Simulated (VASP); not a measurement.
# LiNbO3: structure and properties in VASP

Aim: relax LiNbO3 with LDA, compute its properties on that cell and hold them against experiment. The steps: relaxing cell and atoms (LDA), second relaxation, single point with fields (LDA), bands along the symmetry lines (LDA), total and projected DOS (LDA), optical spectrum (LDA), band structure (LDA + SOC) and bands along the symmetry lines (TB-mBJ). The start is a cell from a database of measured crystal structures.

Method: LDA; plane waves and PAW (Li_sv, Nb_sv, O), in the first sound run; inputs show where later runs differ, in VASP 6.6.1.

Experimental background.

For LiNbO3, ferroelectric R3c (earlier Czochralski-grown crystal), “Crystallographic and optical study of LiNb1 − xTaxO3” (2017, pmc:5642313) quotes earlier work: lattice constant a (a, hexagonal setting) 5.14829 ± 2e-05 Å [literature value from Abrahams et al.]; lattice constant c (c, hexagonal setting) 13.8631 ± 0.0004 Å [literature value from Abrahams et al.].

**1. Set-up**

Before any relaxation, the start is as follows. Symmetry: R3c, No. 161, trigonal system. The conventional cell has a = 5.152 Å, b = 5.152 Å, c = 13.869 Å, α = 90.00°, β = 90.00°, γ = 120.00°. Li has 6 O at 2.07 to 2.24 Å nearest. Nearest to Nb lie 6 O at 1.88 to 2.13 Å. Nearest to O lie 2 Nb at 1.88 to 2.13 Å and 2 Li at 2.07 to 2.24 Å. Farther neighbours and most contacts between anions are not listed.

As a file:

```xyz
10
Lattice="2.5758 1.4871 4.6230 -2.5758 1.4871 4.6230 0.0000 -2.9743 4.6230" Properties=species:S:1:pos:R:3 pbc="T T T"
Li    0.0000    0.0000    3.9041
Li    0.0000    0.0000   10.8386
Nb    0.0000    0.0000    0.0008
Nb    0.0000    0.0000    6.9353
O    -0.6338   -1.4403    5.5026
O     1.5642    0.1713    5.5026
O    -0.9305    1.2690    5.5026
O    -1.6453   -0.2181    7.8141
O     0.6338    1.5340    7.8141
O     1.0116   -1.3159    7.8141
```

**2. Relaxing cell and atoms (LDA)**

Properties are meant for the cell that this level of theory prefers, so cell and atoms are relaxed first (ISIF = 3) until forces and stress are small; EDIFFG sets the threshold. LDA, the lowest rung, knows the local density alone.

File INCAR:

```
SYSTEM = LiNbO3
PREC = Accurate
ENCUT = 650
EDIFF = 1E-06
NELM = 100
ISMEAR = 0
SIGMA = 0.05
LREAL = .FALSE.
ALGO = Normal
GGA = CA
NBANDS = 44
LASPH = .TRUE.
LORBIT = 11
LWAVE = .FALSE.
LCHARG = .FALSE.
KPAR = 8
IBRION = 2
NSW = 60
ISIF = 3
EDIFFG = -0.01
```

File POSCAR:

```
LiNbO3
1.0
    2.5758000000      1.4871388234      4.6230000000
   -2.5758000000      1.4871388234      4.6230000000
    0.0000000000     -2.9742776468      4.6230000000
Li Nb O
2 2 6
Direct
    0.2815000000      0.2815000000      0.2815000000
    0.7815000000      0.7815000000      0.7815000000
    0.0000550000      0.0000550000      0.0000550000
    0.5000550000      0.5000550000      0.5000550000
    0.1123100000      0.3583600000      0.7195900000
    0.7195900000      0.1123100000      0.3583600000
    0.3583600000      0.7195900000      0.1123100000
    0.2195900000      0.8583600000      0.6123100000
    0.8583600000      0.6123100000      0.2195900000
    0.6123100000      0.2195900000      0.8583600000
```

File KPOINTS:

```
Automatic mesh
0
Gamma
5 5 5
0 0 0
```

Potentials, in the order of the species: Li_sv, Nb_sv and O (LDA family, release 64).

Launch:

```console
$ mpirun -np 8 vasp_std
```

Output:

```text
[banner, memory and clock lines left out]
running    8 mpi-ranks, on    1 nodes
 distrk:  each k-point on    1 cores,    8 groups
 distr:  one band on    1 cores,    1 groups

 POSCAR found type information on POSCAR LiNbO
 POSCAR found :  3 types and      10 ions
|                                                                             |
|           W    W    AA    RRRRR   N    N  II  N    N   GGGG   !!!           |
|           W    W   A  A   R    R  NN   N  II  NN   N  G    G  !!!           |
|           W    W  A    A  R    R  N N  N  II  N N  N  G       !!!           |
|           W WW W  AAAAAA  RRRRR   N  N N  II  N  N N  G  GGG   !            |
|           WW  WW  A    A  R   R   N   NN  II  N   NN  G    G                |
|           W    W  A    A  R    R  N    N  II  N    N   GGGG   !!!           |
|                                                                             |
|     For optimal performance we recommend to set                             |
|       NCORE = 2 up to number-of-cores-per-socket                            |
|     NCORE specifies how many cores store one orbital (NPAR=cpu/NCORE).      |
|     This setting can greatly improve the performance of VASP for DFT.       |
|     The default, NCORE=1 might be grossly inefficient on modern             |
|     multi-core architectures or massively parallel machines. Do your        |
|     Unfortunately you need to use the default for GW and RPA                |
|     calculations (for HF NCORE is supported but not extensively tested      |
|     yet).                                                                   |
|                                                                             |

 LDA part: xc-table for (Slater(with rela. corr.)+CA(PZ))
 , standard interpolation
 POSCAR, INCAR and KPOINTS ok, starting setup
 FFT: planning ... GRIDC
 FFT: planning ... GRID_SOFT
 FFT: planning ... GRID
 WAVECAR not read
 entering main loop
       N       E                     dE             d eps       ncg     rms          rms(c)
DAV:   1     0.898344938810E+03    0.89834E+03   -0.40544E+04  1672   0.192E+03
DAV:   2    -0.134497081656E+02   -0.91179E+03   -0.88026E+03  2104   0.643E+02
DAV:   3    -0.994131694972E+02   -0.85963E+02   -0.85273E+02  2776   0.184E+02
DAV:   4    -0.104793630993E+03   -0.53805E+01   -0.53653E+01  3088   0.364E+01
DAV:   5    -0.105180119313E+03   -0.38649E+00   -0.38629E+00  2544   0.806E+00    0.269E+01
DAV:   6    -0.879084771974E+02    0.17272E+02   -0.80645E+01  2488   0.556E+01    0.957E+00
DAV:   7    -0.876545409303E+02    0.25394E+00   -0.83999E+00  2888   0.179E+01    0.546E+00
DAV:   8    -0.875534420942E+02    0.10110E+00   -0.74986E-01  2656   0.606E+00    0.157E+00
DAV:   9    -0.875518624818E+02    0.15796E-02   -0.11200E-01  2744   0.261E+00    0.944E-01
DAV:  10    -0.875513419881E+02    0.52049E-03   -0.22465E-02  2584   0.117E+00    0.102E-01
DAV:  11    -0.875513057257E+02    0.36262E-04   -0.16422E-03  2720   0.268E-01    0.452E-02
DAV:  12    -0.875513158507E+02   -0.10125E-04   -0.20603E-04  2784   0.129E-01    0.167E-02
DAV:  13    -0.875513178132E+02   -0.19626E-05   -0.20726E-05  2772   0.255E-02    0.110E-02
DAV:  14    -0.875513177120E+02    0.10121E-06   -0.39163E-06  1552   0.138E-02
   1 F= -.87551318E+02 E0= -.87551318E+02  d E =-.875513E+02
 curvature:   0.00 expect dE= 0.000E+00 dE for cont linesearch  0.000E+00
 trial: gam= 0.00000 g(F)=  0.743E-02 g(S)=  0.224E+00 ort = 0.000E+00 (trialstep = 0.100E+01)
 search vector abs. value=  0.232E+00
 bond charge predicted
       N       E                     dE             d eps       ncg     rms          rms(c)
DAV:   1    -0.888124735089E+02   -0.12612E+01   -0.44665E+01  2236   0.554E+01    0.960E+00
DAV:   2    -0.878009760893E+02    0.10115E+01   -0.49867E+00  2356   0.143E+01    0.368E+00
DAV:   3    -0.875405478934E+02    0.26043E+00   -0.60627E-01  2624   0.722E+00    0.157E+00
DAV:   4    -0.875369657390E+02    0.35822E-02   -0.25732E-01  2960   0.208E+00    0.964E-01
DAV:   5    -0.875453527776E+02   -0.83870E-02   -0.22116E-02  2824   0.730E-01    0.642E-01
DAV:   6    -0.875531514690E+02   -0.77987E-02   -0.33468E-02  3224   0.700E-01    0.112E-01
DAV:   7    -0.875530353852E+02    0.11608E-03   -0.17112E-03  2456   0.248E-01    0.801E-02
DAV:   8    -0.875531029467E+02   -0.67562E-04   -0.32691E-04  3032   0.107E-01    0.391E-02
DAV:   9    -0.875530871988E+02    0.15748E-04   -0.28102E-05  2952   0.331E-02    0.143E-02
DAV:  10    -0.875530870239E+02    0.17494E-06   -0.64089E-06  2032   0.133E-02
   2 F= -.87553087E+02 E0= -.87553087E+02  d E =-.176931E-02
[... from here on, the cycles between the ionic steps are left out ...]
   3 F= -.87611535E+02 E0= -.87611535E+02  d E =-.602171E-01
   4 F= -.87638013E+02 E0= -.87638013E+02  d E =-.264786E-01
   5 F= -.87638060E+02 E0= -.87638060E+02  d E =-.265253E-01
   6 F= -.87643259E+02 E0= -.87643259E+02  d E =-.519914E-02
   7 F= -.87645983E+02 E0= -.87645983E+02  d E =-.792301E-02
   8 F= -.87648455E+02 E0= -.87648455E+02  d E =-.247189E-02
   9 F= -.87650835E+02 E0= -.87650835E+02  d E =-.485235E-02
  10 F= -.87650928E+02 E0= -.87650928E+02  d E =-.494526E-02
  11 F= -.87651296E+02 E0= -.87651296E+02  d E =-.367716E-03
  12 F= -.87651897E+02 E0= -.87651897E+02  d E =-.968260E-03
  13 F= -.87651931E+02 E0= -.87651931E+02  d E =-.100298E-02
  14 F= -.87651982E+02 E0= -.87651982E+02  d E =-.503115E-04
  15 F= -.87651985E+02 E0= -.87651985E+02  d E =-.537980E-04
 curvature:  -0.41 expect dE=-0.321E-04 dE for cont linesearch -0.147E-07
 trial: gam= 0.54800 g(F)=  0.522E-04 g(S)=  0.262E-04 ort =-0.241E-05 (trialstep = 0.583E+00)
 search vector abs. value=  0.124E-03
 bond charge predicted
       N       E                     dE             d eps       ncg     rms          rms(c)
DAV:   1    -0.876519914209E+02   -0.63264E-05   -0.74815E-03  1936   0.631E-01    0.319E-02
DAV:   2    -0.876520223956E+02   -0.30975E-04   -0.43485E-04  2072   0.151E-01    0.193E-02
DAV:   3    -0.876520186916E+02    0.37040E-05   -0.16522E-05  2808   0.317E-02    0.791E-03
DAV:   4    -0.876520178955E+02    0.79608E-06   -0.17496E-06  1512   0.112E-02
  16 F= -.87652018E+02 E0= -.87652018E+02  d E =-.327069E-04
 trial-energy change:   -0.000033  1 .order   -0.000033   -0.000045   -0.000021
 step:   1.0801(harm=  1.0801)  dis= 0.00111  next Energy=   -87.652027 (dE=-0.416E-04)
 reached required accuracy - stopping structural energy minimisation
```

The job ended after 5.6 min (8 MPI ranks of Intel Xeon Platinum 8259CL at 2.50GHz (Skylake/Cascade Lake), shared host; peak memory 2.9 GiB).

Lines that name or quote the potential files are left out of all logs, and their timing lines are given in words.

OUTCAR, selected parts (step 2):

```text
ion  position               nearest neighbor table
   1  0.282  0.282  0.282-   9 2.07  10 2.07   8 2.07   6 2.24   7 2.24   5 2.24
   2  0.782  0.782  0.782-   5 2.07   6 2.07   7 2.07  10 2.24   8 2.24   9 2.24
   3  0.000  0.000  0.000-   7 1.88   6 1.88   5 1.88  10 2.13   8 2.13   9 2.13
   4  0.500  0.500  0.500-   8 1.88  10 1.88   9 1.88   6 2.13   7 2.13   5 2.13
   5  0.112  0.358  0.720-   3 1.88   2 2.07   4 2.13   1 2.24
   6  0.720  0.112  0.358-   3 1.88   2 2.07   4 2.13   1 2.24
   7  0.358  0.720  0.112-   3 1.88   2 2.07   4 2.13   1 2.24
   8  0.220  0.858  0.612-   4 1.88   1 2.07   3 2.13   2 2.24
   9  0.858  0.612  0.220-   4 1.88   1 2.07   3 2.13   2 2.24
  10  0.612  0.220  0.858-   4 1.88   1 2.07   3 2.13   2 2.24

  LATTYP: Found a trigonal (rhomboedric) cell.
 ALAT       =     5.4971316630
 COS(alpha) =     0.5608812359

 Subroutine GETGRP returns: Found  6 space group operations
 (whereof  3 operations were pure point group operations)

The static configuration has the point symmetry C_3 .
 The point group associated with its full space group is C_3v.

 Found     19 irreducible k-points:

   k-points           NKPTS =     19   k-points in BZ     NKDIM =     19   number of bands    NBANDS=     44

   dimension x,y,z NGX =    48 NGY =   48 NGZ =   48
   dimension x,y,z NGXF=    96 NGYF=   96 NGZF=   96

   ENCUT  =  650.0 eV  47.77 Ry    6.91 a.u.  11.43 11.43 11.43*2*pi/ulx,y,z

   NELECT =      68.0000    total number of electrons

 k-points in reciprocal lattice and weights: Automatic mesh
   0.00000000  0.00000000  0.00000000       0.008
   0.20000000  0.00000000  0.00000000       0.048
   0.40000000  0.00000000  0.00000000       0.048
   0.20000000  0.20000000  0.00000000       0.048
   0.40000000  0.20000000  0.00000000       0.096
  -0.40000000  0.20000000 -0.00000000       0.096
  -0.20000000  0.20000000  0.00000000       0.048
   0.40000000  0.40000000  0.00000000       0.048
  -0.40000000  0.40000000  0.00000000       0.048
[...]
0.40000000  0.40000000  0.40000000       0.016
  -0.40000000  0.40000000  0.40000000       0.048

 average (electrostatic) potential at core
       1 -60.2944       2 -60.2944       3 -83.8887       4 -83.8887       5 -70.3819
       6 -70.3819       7 -70.3819       8 -70.3819       9 -70.3819      10 -70.3819

 E-fermi :   4.0451

 k-point     1 :       0.0000    0.0000    0.0000
  band No.  band energies     occupation
    ...
     30       3.1152      2.00000
     31       3.1267      2.00000
     32       3.2401      2.00000
     33       3.7223      2.00000
     34       3.7223      2.00000
     35       7.2052      0.00000
     36       7.2052      0.00000
     37       7.6304      0.00000
     38       8.9078      0.00000
     39       8.9078      0.00000
    ...

 k-point     2 :       0.2000    0.0000    0.0000
  band No.  band energies     occupation
    ...
     30       3.1818      2.00000
     31       3.3294      2.00000
     32       3.3500      2.00000
     33       3.5286      2.00000
     34       3.6540      2.00000
     35       7.3054      0.00000
     36       7.3269      0.00000
     37       7.7563      0.00000
     38       8.8798      0.00000
     39       9.0910      0.00000
    ...

 k-point     3 :       0.4000    0.0000    0.0000
  band No.  band energies     occupation
    ...
     30       3.2885      2.00000
     31       3.3327      2.00000
     32       3.4244      2.00000
     33       3.5425      2.00000
     34       3.6349      2.00000
     35       7.4970      0.00000
     36       7.7028      0.00000
     37       8.3041      0.00000
     38       8.4615      0.00000
     39       8.8796      0.00000
    ...

  Total       -0.0294471     -0.0294471     -0.0233378      0.0000000     -0.0000000     -0.0000000
  in kB       -0.4660883     -0.4660883     -0.3693909      0.0000000     -0.0000000     -0.0000000
  external PRESSURE =      -0.4338558 kB  Pullay stress =       0.0000000 kB

  energy-cutoff  :      650.00
  volume of cell :      101.22
      direct lattice vectors                 reciprocal lattice vectors
     2.531854450  1.461766848  4.558448640     0.197483706  0.114017271  0.073124293
    -2.531854450  1.461766848  4.558448640    -0.197483706  0.114017271  0.073124293
     0.000000000 -2.923533697  4.558448640     0.000000000 -0.228034542  0.073124293

 POSITION                                       TOTAL-FORCE (eV/Angst)
 -----------------------------------------------------------------------------------
      0.00000      0.00000      3.85261         0.000000      0.000000      0.008040
      0.00000      0.00000     10.69028         0.000000      0.000000      0.008040
      0.00000      0.00000     13.65096         0.000000     -0.000000      0.004760
      0.00000      0.00000      6.81328         0.000000     -0.000000      0.004760
     -0.66124     -1.40753      5.43312         0.000401     -0.000600     -0.004267
      1.54958      0.13112      5.43312         0.000319      0.000647     -0.004267
     -0.88834      1.27641      5.43312        -0.000720     -0.000047     -0.004267
     -1.64351     -0.18535      7.71234         0.000720     -0.000047     -0.004267
      0.66124      1.51600      7.71234        -0.000401     -0.000600     -0.004267
      0.98228     -1.33065      7.71234        -0.000319      0.000647     -0.004267
 -----------------------------------------------------------------------------------
    total drift:                                0.000000      0.000000      0.001348

  FREE ENERGIE OF THE ION-ELECTRON SYSTEM (eV)
  ---------------------------------------------------
  free  energy   TOTEN  =       -87.6520178955 eV

  energy  without entropy=      -87.6520178955  energy(sigma->0) =      -87.65201790

 reached required accuracy - stopping structural energy minimisation

 total charge
# of ion       s       p       d       tot
------------------------------------------
    1        2.018   0.075   0.000   2.093
    2        2.018   0.075   0.000   2.093
    3        2.226   6.158   2.125  10.510
    4        2.226   6.158   2.125  10.510
    5        1.556   3.507   0.000   5.063
    6        1.556   3.507   0.000   5.063
    7        1.556   3.507   0.000   5.063
    8        1.556   3.507   0.000   5.063
    9        1.556   3.507   0.000   5.063
   10        1.556   3.507   0.000   5.063
--------------------------------------------------
tot         17.827  33.506   4.251  55.584

[... 3 further parts left out ...]
```

CONTCAR:

```
LiNbO3
   1.00000000000000
     2.5318544502880762    1.4617668484430482    4.5584486398667901
    -2.5318544502880762    1.4617668484430482    4.5584486398667901
     0.0000000000000000   -2.9235336968860963    4.5584486398667901
  Li              Nb              O
     2     2     6
Direct
     0.2817193125510644    0.2817193125510644    0.2817193125510644
     0.7817193125510643    0.7817193125510643    0.7817193125510643
     0.9982165084528763    0.9982165084528763    0.9982165084528763
     0.4982165084528760    0.4982165084528760    0.4982165084528760
     0.1062264687882704    0.3673936902003206    0.7182590200074679
     0.7182590200074678    0.1062264687882703    0.3673936902003206
     0.3673936902003206    0.7182590200074680    0.1062264687882702
     0.2182590200074681    0.8673936902003208    0.6062264687882702
     0.8673936902003205    0.6062264687882705    0.2182590200074680
     0.6062264687882704    0.2182590200074678    0.8673936902003210
```

The gap is read on the k-mesh alone, so it is an upper bound where the band edges lie off the mesh. The run keeps the 6 symmetry operations of its start, so it cannot find a distortion of lower symmetry.

Relaxation path:

```tsv
step	energy less that of the first step (eV)	largest force (eV/Å)	pressure (GPa)	volume (Å³)
1	0.0000	0.2325	-5.94	106.25
2	-0.0018	0.7325	7.06	100.31
3	-0.0602	0.4237	0.24	103.20
4	-0.0867	0.1506	0.18	102.13
5	-0.0867	0.1529	0.19	102.08
6	-0.0919	0.1031	-0.44	102.16
7	-0.0947	0.0695	-1.41	102.27
8	-0.0971	0.0430	-1.06	102.03
9	-0.0995	0.0384	-0.31	101.57
10	-0.0996	0.0555	-0.11	101.45
11	-0.1000	0.0452	-0.07	101.39
12	-0.1006	0.0156	0.07	101.21
13	-0.1006	0.0133	0.12	101.16
14	-0.1007	0.0143	-0.01	101.21
15	-0.1007	0.0148	-0.06	101.23
16	-0.1007	0.0080	-0.04	101.22
```

```tsv
conventional cell, symmetrised	before	after	change
a (Å)	5.152	5.064	-1.7 %
b (Å)	5.152	5.064	-1.7 %
c (Å)	13.869	13.675	-1.4 %
volume (Å³/atom)	10.63	10.12	-4.7 %
```

The atoms that moved most (Å, as changes of fractional coordinates times the final cell):

```tsv
atom	dx	dy	dz	length
O10	-0.012	-0.037	0.007	0.040
O6	0.012	-0.037	0.007	0.040
O8	-0.026	0.029	0.007	0.040
O7	0.026	0.029	0.007	0.040
O9	0.038	0.008	0.007	0.040
O5	-0.038	0.008	0.007	0.040
Nb4	0.000	0.000	-0.025	0.025
Nb3	0.000	0.000	-0.025	0.025
```

Final coordinates:

```cif
data_structure
_symmetry_space_group_name_H-M 'P 1'
_symmetry_Int_Tables_number 1
_cell_length_a 5.4154
_cell_length_b 5.4154
_cell_length_c 5.4154
_cell_angle_alpha 55.748
_cell_angle_beta 55.748
_cell_angle_gamma 55.748
_cell_volume 101.22
loop_
_atom_site_label
_atom_site_type_symbol
_atom_site_fract_x
_atom_site_fract_y
_atom_site_fract_z
_atom_site_occupancy
Li1 Li 0.28172 0.28172 0.28172 1
Li2 Li 0.78172 0.78172 0.78172 1
Nb3 Nb 0.99822 0.99822 0.99822 1
Nb4 Nb 0.49822 0.49822 0.49822 1
O5 O 0.10623 0.36739 0.71826 1
O6 O 0.71826 0.10623 0.36739 1
O7 O 0.36739 0.71826 0.10623 1
O8 O 0.21826 0.86739 0.60623 1
O9 O 0.86739 0.60623 0.21826 1
O10 O 0.60623 0.21826 0.86739 1
```

This step gave:

| Item | Value |
| --- | --- |
| electrons | 68 |
| bands | 44 |
| irreducible k-points | 19 |
| symmetry operations | 6 |
| free energy (TOTEN) | -87.6520 eV |
| Fermi energy | 4.045 eV |
| pressure | -0.04339 GPa |
| metallic | no |
| valence top at k | 0.2, 0.2, 0.2 |
| conduction bottom at k | -0.4, 0.4, 0 |
| least direct gap at k | 0, 0, 0 |
| SCF cycles over all ionic steps | 113 |
| gap on the k-mesh | 3.459 eV |
| least direct gap on the k-mesh | 3.483 eV |

It ends with a largest force of 0.008 eV/Å and a pressure of -0.04 GPa. The volume lies -4.7 % from that of the database's start, which holds the thermal and zero-point expansion of its experiment. LDA is known to overbind.

[end of part 1 of 5]

[Lines on the potential files, build, host, timing and source positions are cut from VASP's logs without a mark.]

[Logs are printed without paths, hosts, clocks, repeated set-up lines and the standing remarks that a program may print on its own settings, such as how far it seeks lower states.]

[Hosts, paths, dates, database ids (printed as entryN), source tags and the programs' standing remarks are cut or masked in the printed files.]

[A measured line is paired with the nearest computed mode of its activity, which favours agreement.]
